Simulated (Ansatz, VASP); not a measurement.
# Cross-check of Tc (linear Tc chain) between VASP and Ansatz

One calculation is typed for both programs; each brings its own data sets. How far apart do they land? The structure shown is the end of the Ansatz relaxation below.

Program: Ansatz 0.2.0. Level of theory: plane waves, with VASP 6.6.1 beside it; single point at PBE. Results are calculated unless marked as measured.

## 1. Set-up

The cell holds 2 atoms: 2 Tc. Its edges and angles: a = 7.500 Å, b = 7.500 Å, c = 4.552 Å, α = 90.0°, β = 90.0°, γ = 90.0°. Vacuum lies along a and b. The structure's axis is c.

Coordinates:

```cif
data_structure
_symmetry_space_group_name_H-M 'P 1'
_symmetry_Int_Tables_number 1
_cell_length_a 7.5000
_cell_length_b 7.5000
_cell_length_c 4.5519
_cell_angle_alpha 90.000
_cell_angle_beta 90.000
_cell_angle_gamma 90.000
_cell_volume 256.04
loop_
_atom_site_label
_atom_site_type_symbol
_atom_site_fract_x
_atom_site_fract_y
_atom_site_fract_z
_atom_site_occupancy
Tc1 Tc 0.50000 0.50000 0.00000 1
Tc2 Tc 0.50000 0.50000 0.50000 1
```

## 2. Ansatz: relaxation, PBE

Ansatz runs on its default PAW (the set named soft_2) files.

This run makes the geometry at which the two programs are then compared.

The input, input.yaml:

```yaml
crystal:
  lattice:
    - [7.5, 0.0, 0.0]
    - [0.0, 7.5, 0.0]
    - [0.0, 0.0, 5.586]
  atoms:
    - { symbol: Tc, position: [0.5, 0.5, 0.0], spin: 2.0 }
    - { symbol: Tc, position: [0.5, 0.5, 0.5], spin: -2.0 }
magnetization:
  spin_polarized: true
kpoints:
  mp_grid: { grid: [1, 1, 15] }
scf:
  occupations: { method: fermi_dirac, width: 0.05 }
hamiltonian:
  xc: pbe
relax:
  cell: { fix: [a, b, alpha, beta, gamma] }
  max_steps: 60
```

Launch:

```
$ ansatz run input.yaml --threads 4 --pin off --max-ram 8192MiB --backend cpu --events-out ev --progress --plain --runs-dir out
```

Numbers of over 12 decimals in the logs are rounded to 6 here.

Log:

```text
Engine: ansatz 0.2.0, aarch64-unknown-linux-gnu
Pseudopotentials: kind: paw
Pseudopotential: Tc, paw, valence charge 15, recommended cutoff 500 eV (normal), Tc.paw.azcp
Functional definition: PBE
  parameter kappa = 0.804
  parameter beta = 0.066725
  exchange = pbe_x(kappa = kappa, mu = beta*pi^2/3)
  correlation = pbe_c(beta = beta)
Crystal: 2 atoms, lattice volume = 314.213 Å³
Basis set: ecut = 500 eV, 7981 PW (Γ), exchange–correlation on 120×120×90 points (8 copies of the dense FFT grid, shifted against one another)
Bands: 21, of which v1, the nominal top of the filled ones, is band 15 counted from 1 (14 counted from 0)
Symmetry: 16 space group operations
Space group: P4/mmm (ITA 123), of the structure as read, at distance tolerance 6.8e-5 Å
Magnetic group: BNS 123.348 (UNI 1008), of the structure as read, at distance tolerance 6.8e-5 Å
k-points: 8 of 15
Non-local potential: Tc, projectors of the file, l = 0: 3, l = 1: 3, l = 2: 2, l = 3: 2
PAW form: soft (Blöchl's): semilocal exchange-correlation on the pseudo side does not see the compensation charge
PAW one-centre angular grid: Tc, 590 points (default); XC on 64 Gauss nodes
Initial density: superposition of atomic densities (neutral atoms: chi_scale 0, normalization atom)
Starting moments: Σ|m| = 4 μB on 2 of 2 sites
Starting magnetic order: antiferromagnet; a translation exchanges its spin sublattices: spin-degenerate at every k-point
Initial wavefunctions: pseudopotential atomic-orbital guess
Functional: x = pbe(κ = 0.804, μ = 0.219515), c = pbe(β = 0.066725)
the translation (0, 0, 0.5) carries every atom to within crystal.symmetry.tolerance of an atom of its element with the starting moment reversed, but both spin channels are solved: the dense FFT box has an odd point count along it
SCF iter   1: F=—  HF=-10784.835806 eV  |F-HF|=—  |Δ(HF+E_count)|=         —  Δρ=1.82e-2 (↑1.82e-2 ↓1.82e-2)  dr2=2.42e0  dr2_m=6.95e-1  M=-0.001 μB ∫|m|=5.562 μB  β_m=0.30  ethr=3.10e-3  ⟨swp⟩=5.6  Hψ=1490  notcnv=0
Mixer restart at iter 1: flushing history
preconditioner: auto → LDOS  [metal: Δε(μ)=0.128 eV  Ē_g=2.404 eV  σ=0.050 eV  W_gap=0.46  n_scr=30 (ndim 8)  ℏωp=7.8 eV  f_vac=0.616  D(μ)=5.16/eV (n_scr^D=30)]
spin=Collinear: LDOS preconditioning applied to the charge; magnetization (m = ρ↑ − ρ↓) channel mixes plain (no charge-response kernel on spin).
SCF iter   2: F=—  HF=-10785.211187 eV  |F-HF|=—  |Δ(HF+E_count)|=   3.75e-1  Δρ=1.41e-2 (↑1.41e-2 ↓1.41e-2)  dr2=1.23e0  dr2_m=4.43e-1  M=-0.000 μB ∫|m|=5.964 μB  β_m=0.65  ethr=3.10e-3  ⟨swp⟩=2.9  Hψ=630  notcnv=0
preconditioner: auto → Resta (q_TF=auto, 1.844 Å⁻¹)  ε∞=11.2  [insulator: Δε(μ)=0.210 eV  Ē_g=2.457 eV  σ=0.050 eV  W_gap=0.61  n_scr=30 (ndim 8)  ℏωp=7.8 eV  f_vac=0.626  D(μ)=3.69/eV (n_scr^D=18)  ε∞_Penn≈11.2  vacuum switching on, ρ_ref=4.4e-4 e/Å³]
spin=Collinear: Resta preconditioning applied to the charge; magnetization (m = ρ↑ − ρ↓) channel mixes plain (no charge-response kernel on spin).
SCF iter   3: F=—  HF=-10786.077275 eV  |F-HF|=—  |Δ(HF+E_count)|=   8.66e-1  Δρ=4.11e-3 (↑4.10e-3 ↓4.11e-3)  dr2=2.58e-2  dr2_m=4.16e-2  M=-0.000 μB ∫|m|=7.083 μB  β_m=0.74  ethr=3.10e-3  ⟨swp⟩=3.0  Hψ=670  notcnv=0
SCF iter   4: F=—  HF=-10786.193355 eV  |F-HF|=—  |Δ(HF+E_count)|=         —  Δρ=3.29e-3 (↑3.29e-3 ↓3.29e-3)  dr2=4.60e-3  dr2_m=2.98e-2  M=-0.000 μB ∫|m|=7.499 μB  β_m=0.74  ethr=8.62e-5  ⟨swp⟩=2.5  Hψ=688  notcnv=0
Mixer restart at iter 4: flushing history
SCF iter   5: F=—  HF=-10786.195358 eV  |F-HF|=—  |Δ(HF+E_count)|=   2.00e-3  Δρ=1.54e-3 (↑1.53e-3 ↓1.54e-3)  dr2=4.79e-4  dr2_m=6.56e-3  M=0.000 μB ∫|m|=7.573 μB  β_m=0.87  ethr=1.53e-5  ⟨swp⟩=2.0  Hψ=654  notcnv=0
SCF iter   6: F=—  HF=-10786.195931 eV  |F-HF|=—  |Δ(HF+E_count)|=   5.73e-4  Δρ=2.87e-4 (↑2.85e-4 ↓2.87e-4)  dr2=8.57e-4  dr2_m=4.02e-5  M=-0.000 μB ∫|m|=7.629 μB  β_m=0.75  ethr=1.60e-6  ⟨swp⟩=3.0  Hψ=688  notcnv=0
SCF iter   7: F=—  HF=-10786.195876 eV  |F-HF|=—  |Δ(HF+E_count)|=   5.58e-5  Δρ=4.01e-5 (↑3.90e-5 ↓4.01e-5)  dr2=6.86e-6  dr2_m=2.93e-6  M=0.000 μB ∫|m|=7.634 μB  β_m=0.87  ethr=1.60e-6  ⟨swp⟩=2.0  Hψ=558  notcnv=0
SCF iter   8: F=—  HF=-10786.195897 eV  |F-HF|=—  |Δ(HF+E_count)|=   2.16e-5  Δρ=1.12e-5 (↑1.12e-5 ↓6.66e-6)  dr2=9.67e-7  dr2_m=1.06e-7  M=-0.000 μB ∫|m|=7.636 μB  β_m=0.86  ethr=2.29e-8  ⟨swp⟩=2.1  Hψ=580  notcnv=0
SCF iter   9: F=—  HF=-10786.195898 eV  |F-HF|=—  |Δ(HF+E_count)|=   2.44e-7  Δρ=4.35e-6 (↑3.62e-6 ↓4.35e-6)  dr2=3.51e-7  dr2_m=5.97e-9  M=0.000 μB ∫|m|=7.637 μB  β_m=0.83  ethr=3.22e-9  ⟨swp⟩=2.1  Hψ=498  notcnv=0
SCF iter  10: F=—  HF=-10786.195898 eV  |F-HF|=—  |Δ(HF+E_count)|=   5.05e-8  Δρ=1.34e-6 (↑1.06e-6 ↓1.34e-6)  dr2=5.85e-8  dr2_m=1.45e-9  M=-0.000 μB ∫|m|=7.637 μB  β_m=0.92  ethr=1.17e-9  ⟨swp⟩=2.1  Hψ=464  notcnv=0
[...]
SCF iter  10: F=—  HF=-10787.679617 eV  |F-HF|=—  |Δ(HF+E_count)|=   5.37e-7  Δρ=1.12e-5 (↑1.12e-5 ↓1.11e-5)  dr2=1.42e-7  dr2_m=1.57e-7  M=-0.000 μB ∫|m|=4.473 μB  β_m=0.98  ethr=1.21e-9  ⟨swp⟩=2.0  Hψ=496  notcnv=0
SCF iter  11: F=-10787.679618 eV  HF=-10787.679618 eV  |F-HF|=3.00e-9  |Δ(HF+E_count)|=   3.73e-7  Δρ=1.10e-6 (↑1.10e-6 ↓9.63e-7)  dr2=1.71e-9  dr2_m=1.52e-9  M=-0.000 μB ∫|m|=4.472 μB  ethr=4.75e-10  ⟨swp⟩=3.0  Hψ=1284  notcnv=0
SCF 5 converged in 11 iterations: F = -10787.679618 eV  dr2 = 1.71e-9
relax step   5: F+E_penalty+E_count = -10787.67961765 eV  Δ(F+E_penalty+E_count) = -1.032e-1 eV  max|allowed force component| = 2.524e-29 eV/Å  Δτ_max = 0.0000 Å  P = +0.156 GPa  Ω = 252.584 Å³  energy of the carried Pulay correction = +5.041e-4 eV  fix = [a, b, alpha, beta, gamma]  reactions: a -0.217, b -0.217 GPa  (11 SCF iters, dr2 threshold 2.00e-7 eV, accepted)
[...]
relax step   6: F+E_penalty+E_count = -10787.68899187 eV  Δ(F+E_penalty+E_count) = -9.374e-3 eV  max|allowed force component| = 1.262e-29 eV/Å  Δτ_max = 0.0000 Å  P = -0.156 GPa  Ω = 256.043 Å³  energy of the carried Pulay correction = +4.746e-4 eV  fix = [a, b, alpha, beta, gamma]  reactions: a -0.213, b -0.213 GPa  (8 SCF iters, dr2 threshold 2.00e-7 eV, accepted)
[...]
relax step   7: F+E_penalty+E_count = -10787.68838591 eV  Δ(F+E_penalty+E_count) = +6.060e-4 eV  max|allowed force component| = 0.000e0 eV/Å  Δτ_max = 0.0000 Å  P = -0.154 GPa  Ω = 256.043 Å³  fix = [a, b, alpha, beta, gamma]  reactions: a -0.212, b -0.212 GPa  stress off target by 3.90e-2 GPa on what of the cell is left free  SCF on the basis re-selected at this cell (its energy is not comparable with the rows above)  (8 SCF iters)
basis re-selected at this cell: Δ(F+E_penalty+E_count) = +6.060e-4 eV, ΔP = +0.001 GPa vs the last step (what re-selecting the basis moved, of the pressure what is left beyond the Pulay correction that the steps carried, after the strain that the cell walked since its last selection, with what the two solves' SCF thresholds leave and, on support functions, any second-order correction that the steps lacked; it is no measure of the basis error at this ecutwfc). The dense FFT grid was sized anew with the basis: this SCF ran on 60×60×36 points, the steps before it on 60×60×45, so part of this shift can come from that change (see relax.cell in the input reference). [rest of the remark cut]
SCF converged after 8 iterations
Magnetization: 0.0000 μB (15.0000 up, 15.0000 down)
Absolute magnetization: 4.7921 μB (∫|ρ↑−ρ↓|, with the PAW one-centre terms)
Spin contamination: 1.7501 ħ² per cell (⟨S²⟩ above its minimum at these occupations)
Per-site moments (μB) at R_I (Å): [(1.494462, 0.938823), (-1.494462, 0.938823)]
Free energy (F): -10787.688386 eV
Harris-Foulkes:  -10787.688386 eV  (|F-HF|=8.37e-11)
Internal energy: -10787.651721 eV  (E = F + TS)
E sigma→0 (E₀):  -10787.670053 eV
Entropy (-TS):   -0.036665 eV (-18.332 meV/atom)
Fermi energy:    -1.121222 eV
--- Per-component energies (eV) ---
  E_band       = -804.246192
  E_kinetic    = 1250.489191
  E_local      = -8025.903610  (includes V_loc(G=0)·N_el)
  E_nonlocal   = 574.720408
  E_hartree    = 3109.461921
  E_xc         = -472.937017
  E_vxc        = -581.274657  (∫ρ·V_xc dr)
  E_paw        = -6557.395068  (= ΣΔE_a)
  E_vpaw       = -241.201244  (= ΣTr[D̂ρ^β])
  E_aug_tail   = -0.000057  (compensation charges beyond the density's cutoff)
  E_ewald      = -666.087488
  E_smearing   = -0.036665  (= −TS)
  E_closure    = -0.000000  (closes the sum)
  Σ components = -10787.688386   (vs F -10787.688386, Δ=0.00e0)
--- Forces (eV/Å), atoms counted from 1 ---
  atom   1  Tc     0.00000000    -0.00000000     0.00000000
  atom   2  Tc     0.00000000     0.00000000     0.00000000
  max |Σ_I F_I| component: 1.26e-28 eV/Å
--- Stress (GPa, compression-positive) ---
       -0.211757       0.000000       0.000000
        0.000000      -0.211757       0.000000
        0.000000       0.000000      -0.038996
  P = ⅓ Tr σ = -0.1542 GPa (-1.542 kbar)
--- Relaxed structure (6 steps of the walk, 6 accepted, 1 SCFs on fresh bases) ---
  F+E_penalty+E_count = -10787.68838591 eV   max|allowed force component| = 0.000e0 eV/Å   (the final SCF, on the basis selected at the relaxed cell)
  cell:  # Å, volume = 256.0426 Å³
    - [7.5, 0.0, 0.0]
    - [0.0, 7.5, 0.0]
    - [0.0, 0.0, 4.551868]
  atoms:
    - { symbol: Tc, position: [0.5, 0.5, 0.0] }
    - { symbol: Tc, position: [0.5, 0.5, 0.500000] }
```

## 3. VASP: single point, PBE

The same cell, functional, mesh and smearing now go to VASP, with its own data sets.

Lines of VASP's logs that name or quote its potential files are left out, and so is its time.

The input, INCAR:

```
SYSTEM = Tc
PREC = Accurate
ENCUT = 500
EDIFF = 1E-06
NELM = 200
ISMEAR = -1
SIGMA = 0.05
LREAL = .FALSE.
ALGO = Normal
GGA = PE
NBANDS = 20
ISPIN = 2
MAGMOM = 1.49 -1.49
LASPH = .TRUE.
LMAXMIX = 4
LORBIT = 11
LWAVE = .FALSE.
LCHARG = .FALSE.
ISIF = 2
GGA_COMPAT = .FALSE.
```

The input, POSCAR:

```
Tc
1.0
    7.5000000000      0.0000000000      0.0000000000
    0.0000000000      7.5000000000      0.0000000000
    0.0000000000      0.0000000000      4.5518679428
Tc
2
Direct
    0.5000000000      0.5000000000      0.0000000000
    0.5000000000      0.5000000000      0.5000000000
```

The input, KPOINTS:

```
Automatic mesh
0
Gamma
1 1 15
0 0 0
```

PAW data sets: Tc_pv (PBE family, release 64).

Launch:

```
$ mpirun -np 1 vasp_std
```

Log:

```text
[banner, memory and clock lines left out]
running    1 mpi-ranks, on    1 nodes
 distrk:  each k-point on    1 cores,    1 groups
 distr:  one band on    1 cores,    1 groups

 POSCAR found type information on POSCAR Tc
 POSCAR found :  1 types and       2 ions
 LDA part: xc-table for (Slater+PW92), standard interpolation
 POSCAR, INCAR and KPOINTS ok, starting setup
 FFT: planning ... GRIDC
 FFT: planning ... GRID_SOFT
 FFT: planning ... GRID
 WAVECAR not read
 entering main loop
       N       E                     dE             d eps       ncg     rms          rms(c)
DAV:   1     0.213648004321E+03    0.21365E+03   -0.12809E+04   888   0.951E+02
DAV:   2    -0.338995961046E+01   -0.21704E+03   -0.21304E+03   824   0.239E+02
DAV:   3    -0.121326884376E+02   -0.87427E+01   -0.83888E+01   792   0.530E+01
DAV:   4    -0.123009499054E+02   -0.16826E+00   -0.16272E+00   784   0.610E+00
DAV:   5    -0.123034826237E+02   -0.25327E-02   -0.25273E-02   732   0.711E-01    0.135E+01
DAV:   6    -0.122833231384E+02    0.20159E-01   -0.19802E+00   684   0.808E+00    0.670E+00
DAV:   7    -0.122847894459E+02   -0.14663E-02   -0.56801E-01   676   0.468E+00    0.381E+00
DAV:   8    -0.123043873980E+02   -0.19598E-01   -0.12943E-01   696   0.189E+00    0.871E-01
DAV:   9    -0.123048129623E+02   -0.42556E-03   -0.14067E-02   696   0.692E-01    0.276E-01
DAV:  10    -0.123048395889E+02   -0.26627E-04   -0.17706E-03   648   0.289E-01    0.157E-01
DAV:  11    -0.123049767627E+02   -0.13717E-03   -0.21860E-03   688   0.285E-01    0.703E-02
DAV:  12    -0.123051231512E+02   -0.14639E-03   -0.50368E-04   640   0.157E-01    0.441E-02
DAV:  13    -0.123052458040E+02   -0.12265E-03   -0.11979E-04   640   0.656E-02    0.189E-02
DAV:  14    -0.123052726978E+02   -0.26894E-04   -0.71254E-05   640   0.552E-02    0.773E-03
DAV:  15    -0.123052825285E+02   -0.98307E-05   -0.19651E-05   584   0.270E-02    0.496E-03
DAV:  16    -0.123052821546E+02    0.37387E-06   -0.11484E-05   552   0.236E-02    0.294E-03
DAV:  17    -0.123052799385E+02    0.22161E-05   -0.24933E-06   520   0.110E-02    0.158E-03
DAV:  18    -0.123052798602E+02    0.78272E-07   -0.75270E-07   544   0.578E-03
   1 F= -.12305280E+02 E0= -.12285891E+02  d E =-.387784E-01  mag=     0.0000
```

OUTCAR, selected parts (step 3):

```text
ion  position               nearest neighbor table
   1  0.500  0.500  0.000-   2 2.28   2 2.28
   2  0.500  0.500  0.500-   1 2.28   1 2.28

  LATTYP: Found a simple tetragonal cell.
 ALAT       =     7.5000000000
 C/A-ratio  =     0.6069157257

 Subroutine GETGRP returns: Found 16 space group operations
 (whereof 16 operations were pure point group operations)

The static configuration has the point symmetry D_4h.

 Found      8 irreducible k-points:

   k-points           NKPTS =      8   k-points in BZ     NKDIM =      8   number of bands    NBANDS=     20

   dimension x,y,z NGX =    56 NGY =   56 NGZ =   36
   dimension x,y,z NGXF=   112 NGYF=  112 NGZF=   72

   ENCUT  =  500.0 eV  36.75 Ry    6.06 a.u.  13.67 13.67  8.30*2*pi/ulx,y,z

   NELECT =      26.0000    total number of electrons

 k-points in reciprocal lattice and weights: Automatic mesh
   0.00000000  0.00000000  0.00000000       0.067
   0.00000000  0.00000000  0.06666667       0.133
   0.00000000  0.00000000  0.13333333       0.133
   0.00000000  0.00000000  0.20000000       0.133
   0.00000000  0.00000000  0.26666667       0.133
   0.00000000  0.00000000  0.33333333       0.133
   0.00000000  0.00000000  0.40000000       0.133
   0.00000000  0.00000000  0.46666667       0.133

 average (electrostatic) potential at core
       1 -82.2950       2 -82.2950

 E-fermi :  -2.2286

 spin component 1
 k-point     1 :       0.0000    0.0000    0.0000
  band No.  band energies     occupation
    ...
      8      -6.2115      1.00000
      9      -6.2115      1.00000
     10      -4.4099      1.00000
     11      -4.3667      1.00000
     12      -4.1693      1.00000
     13      -1.8067      0.00022
     14      -1.7097      0.00003
     15      -0.2736      0.00000
     16      -0.2342      0.00000
     17      -0.2342      0.00000
    ...

 k-point     2 :       0.0000    0.0000    0.0667
  band No.  band energies     occupation
    ...
      8      -6.1689      1.00000
      9      -6.1689      1.00000
     10      -4.4010      1.00000
     11      -4.3570      1.00000
     12      -4.1432      1.00000
     13      -1.8228      0.00030
     14      -1.7252      0.00004
     15      -0.4012      0.00000
     16      -0.4012      0.00000
     17      -0.3469      0.00000
    ...

 k-point     3 :       0.0000    0.0000    0.1333
  band No.  band energies     occupation
    ...
      8      -6.0421      1.00000
      9      -6.0421      1.00000
     10      -4.3753      1.00000
     11      -4.3290      1.00000
     12      -4.0651      1.00000
     13      -1.8691      0.00075
     14      -1.7693      0.00010
     15      -0.7859      0.00000
     16      -0.7859      0.00000
     17      -0.5526      0.00000
    ...

 k-point     4 :       0.0000    0.0000    0.2000
  band No.  band energies     occupation
    ...
      8      -5.8335      1.00000
      9      -5.8335      1.00000
     10      -4.3361      1.00000
     11      -4.2860      1.00000
     12      -3.9359      1.00000
     13      -1.9390      0.00304
     14      -1.8357      0.00039
     15      -1.2802      0.00000
     16      -1.2802      0.00000
     17      -0.8557      0.00000
    ...

 k-point     5 :       0.0000    0.0000    0.2667
  band No.  band energies     occupation
    ...
      8      -5.5483      1.00000
      9      -5.5483      1.00000
     10      -4.2886      1.00000
     11      -4.2335      1.00000
     12      -3.7567      1.00000
     13      -2.0220      0.01580
     14      -1.9140      0.00185
     15      -1.8350      0.00038
     16      -1.8350      0.00038
     17      -1.2142      0.00000
    ...

 k-point     6 :       0.0000    0.0000    0.3333
  band No.  band energies     occupation
    ...
     10      -4.2404      1.00000
     11      -4.1797      1.00000
     12      -3.5272      1.00000
     13      -2.4135      0.97583
     14      -2.4135      0.97583
     15      -2.1047      0.07741
     16      -1.9914      0.00863
     17      -1.5882      0.00000
     18       0.1589      0.00000
     19       1.7130      0.00000
    ...

  Total       -0.3977121     -0.3977121     -0.4193475      0.0000000      0.0000000     -0.0000000
  in kB       -2.4886696     -2.4886696     -2.6240524      0.0000000      0.0000000     -0.0000000
  external PRESSURE =      -2.5337972 kB  Pullay stress =       0.0000000 kB

  energy-cutoff  :      500.00
  volume of cell :      256.04
      direct lattice vectors                 reciprocal lattice vectors
     7.500000000  0.000000000  0.000000000     0.133333333  0.000000000  0.000000000
     0.000000000  7.500000000  0.000000000     0.000000000  0.133333333  0.000000000
     0.000000000  0.000000000  4.551867943     0.000000000  0.000000000  0.219690029

 POSITION                                       TOTAL-FORCE (eV/Angst)
 -----------------------------------------------------------------------------------
      3.75000      3.75000      0.00000         0.000000      0.000000     -0.000000
      3.75000      3.75000      2.27593         0.000000      0.000000      0.000000
 -----------------------------------------------------------------------------------
    total drift:                                0.000000      0.000000      0.000000

  FREE ENERGIE OF THE ION-ELECTRON SYSTEM (eV)
  ---------------------------------------------------
  free  energy   TOTEN  =       -12.3052798602 eV

  energy  without entropy=      -12.2665014994  energy(sigma->0) =      -12.28589068

 total charge
# of ion       s       p       d       tot
------------------------------------------
    1        0.442   6.168   5.226  11.835
    2        0.442   6.168   5.226  11.835
--------------------------------------------------
tot          0.883  12.335  10.452  23.671

 magnetization (x)
# of ion       s       p       d       tot
------------------------------------------
    1        0.134   0.003   1.875   2.012
    2       -0.134  -0.003  -1.875  -2.012
--------------------------------------------------
tot          0.000   0.000  -0.000  -0.000

[... 1 further part left out ...]
```

## 4. Side by side

Known differences besides the potentials themselves: VASP starts from the moments at which Ansatz ended; the data sets hold 30 valence electrons in Ansatz (on its default PAW (the set named soft_2) files) and 26 in VASP; Ansatz's pressure holds a Pulay correction, VASP's none; site moments are counted in spheres of each program's own size. Total energies have different zeros and are not compared.

Both answers:

| quantity | Ansatz | VASP | difference |
| --- | --- | --- | --- |
| pressure (GPa) | -0.15 | -0.25 | +0.10 |
| moment on Tc1 (μB) | 1.49 | 2.01 | -0.52 |
| moment on Tc2 (μB) | -1.49 | -2.01 | +0.52 |

## 5. Outcome

| Property | Result |
| --- | --- |
| difference in moment on Tc1 (single point, PBE) | -0.52 μB |

What this shows: The difference in moment on Tc1 is -0.52 μB (single point, PBE). The data sets hold unlike numbers of valence electrons (30 in Ansatz and 26 in VASP), so part of the differences comes from the potentials. Such differences can come from data sets, numerical settings and the points named under the comparisons, not from the functional's error against experiment.

[Lines on the potential files, build, host, timing and source positions are cut from VASP's logs without a mark.]

[Logs are printed without paths, hosts, clocks, repeated set-up lines and the standing remarks that a program may print on its own settings, such as how far it seeks lower states.]

[Hosts, paths, dates, database ids (printed as entryN), source tags and the programs' standing remarks are cut or masked in the printed files.]
